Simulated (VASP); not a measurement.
# WO3 (space group Cmcm): computed properties

Level of theory: PBEsol GGA, VASP's PBE PAW potentials (set 64) (plane waves; VASP).

| Item | Value |
|---|---|
| space group | Cmcm (63) |
| cell | a = 5.447 Å, b = 5.466 Å, c = 7.504 Å, α = 90.00°, β = 90.00°, γ = 90.00° |
| volume per atom | 13.96 Å³/atom |
| band gap (over mesh and band path) | 1.17 eV |
| smallest direct gap (over mesh and band path) | 1.25 eV |
| band-edge character | indirect, Y to Γ |
| density | 6.89 g/cm³ |

```
CELL_PARAMETERS angstrom
      2.72340    -2.73283     0.00000
      2.72340     2.73283     0.00000
      0.00000     0.00000     7.50450
ATOMIC_POSITIONS crystal
  W  0.55370 0.44630 0.75000
  W  0.44630 0.55370 0.25000
  O  0.50000 0.50000 0.50000
  O  0.50000 0.50000 0.00000
  O  0.48173 0.01752 0.25000
  O  0.51827 0.98248 0.75000
  O  0.01752 0.48173 0.75000
  O  0.98248 0.51827 0.25000
```

Unless said otherwise, spin-orbit coupling is left out, though it shifts the bands of the heavy elements here.

The structure comes from a computed database's WO3 entry (Cmcm); how it stands against other phases isn't given here. It was relaxed first. Symmetry was kept, so distortions that lower it aren't found.
